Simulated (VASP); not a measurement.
Level of theory: PBE GGA, VASP's PBE PAW potentials (set 64) (plane waves; VASP).

A VASP calculation is set up with these files.

INCAR:
```
ALGO = Normal
EDIFF = 1E-6
ENCUT = 400
GGA = PE
ISIF = 2
ISMEAR = 0
LASPH = .TRUE.
LCHARG = .FALSE.
LMAXMIX = 4
LREAL = .FALSE.
LWAVE = .FALSE.
NELM = 100
PREC = Accurate
SIGMA = 0.272
SYSTEM = Li3Ag
```

### KPOINTS
```
K-points
0
Gamma
 6 6 6
```

POSCAR:
```
Li3Ag
1
    3.9457680000     0.0000000000     0.0000000000
    0.0000000000     3.9457680000     0.0000000000
    0.0000000000     0.0000000000     3.9457680000
Li Ag
3 1
Direct
  0.0097160000   0.4887860000   0.5003040000
  0.4903980000   0.5246170000   0.0049260000
  0.5050400000   0.0017480000   0.4961940000
 -0.0051540000  -0.0151510000  -0.0014240000
```

POTCAR, in this order: Li_sv Ag (PBE.64 set). Program: vasp_std.

Output

OUTCAR:
```
 ion  position               nearest neighbor table
   1  0.010  0.489  0.500-   4 2.77   4 2.78   4 2.80   4 2.81
   2  0.490  0.525  0.005-   4 2.67   4 2.69   4 2.89   4 2.92
   3  0.505  0.002  0.496-   4 2.76   4 2.77   4 2.81   4 2.83
   4  0.995  0.985  0.999-   2 2.67   2 2.69   3 2.76   3 2.77   1 2.77   1 2.78   1 2.80   1 2.81
                             3 2.81   3 2.83   2 2.89   2 2.92
  LATTYP: Found a simple cubic cell.
 ALAT       =     3.9457680000
 Subroutine PRICEL returns:
 Original cell was already a primitive cell.
 Subroutine GETGRP returns: Found  1 space group operations
The static configuration has the point symmetry C_1 .
The dynamic configuration has the point symmetry C_1 .
 Subroutine INISYM returns: Found  1 space group operations
 Subroutine IBZKPT returns following result:
 Found    112 irreducible k-points:

 Following reciprocal coordinates:
            Coordinates               Weight
  0.000000  0.000000  0.000000      1.000000
  0.166667  0.000000  0.000000      2.000000
  0.000000  0.166667  0.000000      2.000000
  0.000000  0.000000  0.166667      2.000000
  0.333333  0.000000  0.000000      2.000000
  0.000000  0.333333  0.000000      2.000000
  0.000000  0.000000  0.333333      2.000000
  0.500000  0.000000  0.000000      1.000000
  0.000000  0.500000  0.000000      1.000000
  0.000000  0.000000  0.500000      1.000000
  0.166667  0.166667  0.000000      2.000000
  0.000000  0.166667  0.166667      2.000000
  0.166667  0.000000  0.166667      2.000000
 -0.166667  0.166667  0.000000      2.000000
 -0.166667  0.000000  0.166667      2.000000
  0.000000 -0.166667  0.166667      2.000000
  0.333333  0.166667  0.000000      2.000000
  0.000000  0.333333  0.166667      2.000000
  0.166667  0.000000  0.333333      2.000000
 -0.166667  0.333333  0.000000      2.000000
 -0.333333  0.000000  0.166667      2.000000
...
```

**OSZICAR**
```
       N       E                     dE             d eps       ncg     rms          rms(c)
DAV:   1     0.905878103997E+02    0.90588E+02   -0.83081E+03  3182   0.125E+03
DAV:   2     0.238475308152E+01   -0.88203E+02   -0.84602E+02  3544   0.278E+02
DAV:   3    -0.958985258185E+01   -0.11975E+02   -0.11885E+02  6044   0.605E+01
DAV:   4    -0.982932023702E+01   -0.23947E+00   -0.23924E+00  3522   0.138E+01
DAV:   5    -0.983731564568E+01   -0.79954E-02   -0.79951E-02  5032   0.183E+00    0.581E+00
DAV:   6    -0.903303932860E+01    0.80428E+00   -0.58374E+00  3220   0.220E+01    0.288E+00
DAV:   7    -0.898581130502E+01    0.47228E-01   -0.37148E-01  3250   0.525E+00    0.753E-01
DAV:   8    -0.897623974887E+01    0.95716E-02   -0.19245E-02  4022   0.117E+00    0.235E-01
DAV:   9    -0.897411574275E+01    0.21240E-02   -0.36055E-03  3814   0.522E-01    0.255E-02
DAV:  10    -0.897413456737E+01   -0.18825E-04   -0.20419E-04  4658   0.116E-01    0.128E-02
DAV:  11    -0.897413396870E+01    0.59867E-06   -0.50849E-06  3872   0.199E-02
   1 F= -.89741340E+01 E0= -.89463754E+01  d E =-.555171E-01
```

### OUTCAR
```
------------------------ aborting loop because EDIFF is reached ----------------------------------------
  FORCE on cell =-STRESS in cart. coord.  units (eV):
  Direction    XX          YY          ZZ          XY          YZ          ZX
  --------------------------------------------------------------------------------------
  Total       -0.1638195     -0.2283781     -0.2557186      0.0063402     -0.0030130     -0.0042716
  in kB       -4.2724951     -5.9562155     -6.6692691      0.1653561     -0.0785806     -0.1114057
  external PRESSURE =      -5.6326599 kB  Pullay stress =       0.0000000 kB
  volume of cell :       61.43
      direct lattice vectors                 reciprocal lattice vectors
     3.945768000  0.000000000  0.000000000     0.253436086  0.000000000  0.000000000
     0.000000000  3.945768000  0.000000000     0.000000000  0.253436086  0.000000000
     0.000000000  0.000000000  3.945768000     0.000000000  0.000000000  0.253436086
 POSITION                                       TOTAL-FORCE (eV/Angst)
 -----------------------------------------------------------------------------------
      0.03834      1.92864      1.97408        -0.153230     -0.009685      0.024902
      1.93500      2.07002      0.01944         0.112402     -0.284739     -0.082517
      1.99277      0.00690      1.95787        -0.000359      0.041463      0.056233
      3.92543      3.88599      3.94015         0.041187      0.252961      0.001382
 -----------------------------------------------------------------------------------
    total drift:                               -0.001040     -0.000018      0.000383
  FREE ENERGIE OF THE ION-ELECTRON SYSTEM (eV)
  ---------------------------------------------------
  free  energy   TOTEN  =        -8.9741339687 eV

  energy  without entropy=       -8.9186168818  energy(sigma->0) =       -8.94637543
```
(Selected blocks of OUTCAR.)

File OUTCAR:
```
 val. band max:        3.5440382272   @ k =   0.0000   0.3333   0.3333

 cond. band min:       3.5831513355   @ k =   0.3333   0.3333   0.0000


 Fermi energy:         3.5544203957

 k-point     1 :       0.0000    0.0000    0.0000
  band No.  band energies     occupation
      1     -42.6299      2.00000
      2     -42.5796      2.00000
      3     -42.5753      2.00000
      4      -1.6014      2.00000
      5      -1.3637      2.00000
      6      -1.3533      2.00000
      7      -0.9749      2.00000
      8      -0.9705      2.00000
      9      -0.9654      2.00000
     10       5.2615      0.00000
     11       5.2696      0.00000
     12       5.2929      0.00000
     13       8.2626      0.00000
     14      11.0614      0.00000

 k-point     2 :       0.1667    0.0000    0.0000
  band No.  band energies     occupation
      1     -42.6266      2.00000
      2     -42.5822      2.00000
      3     -42.5753      2.00000
      4      -1.4492      2.00000
      5      -1.3628      2.00000
      6      -1.2343      2.00000
      7      -1.0331      2.00000
      8      -1.0312      2.00000
      9      -0.9618      2.00000
     10       4.1294      0.00280
     11       5.6186      0.00000
     12       5.6471      0.00000
     13       8.9000      0.00000
     14      10.8029      0.00000

 k-point     3 :       0.0000    0.1667    0.0000
  band No.  band energies     occupation
      1     -42.6265      2.00000
      2     -42.5824      2.00000
      3     -42.5752      2.00000
      4      -1.4545      2.00000
      5      -1.3687      2.00000
      6      -1.2236      2.00000
      7      -1.0356      2.00000
      8      -1.0275      2.00000
      9      -0.9654      2.00000
     10       4.1450      0.00214
     11       5.6167      0.00000
     12       5.6249      0.00000
     13       8.9273      0.00000
     14      10.8462      0.00000

 k-point     4 :       0.0000    0.0000    0.1667
  band No.  band energies     occupation
...
```

At this cut-off the stress carries a Pulay error, which pulls relaxed volumes low.

The structure was generated: Li3Ag was put into an ordered model structure, which need not be its known phase. The cell was not relaxed at this level, atoms are displaced from their ideal sites.
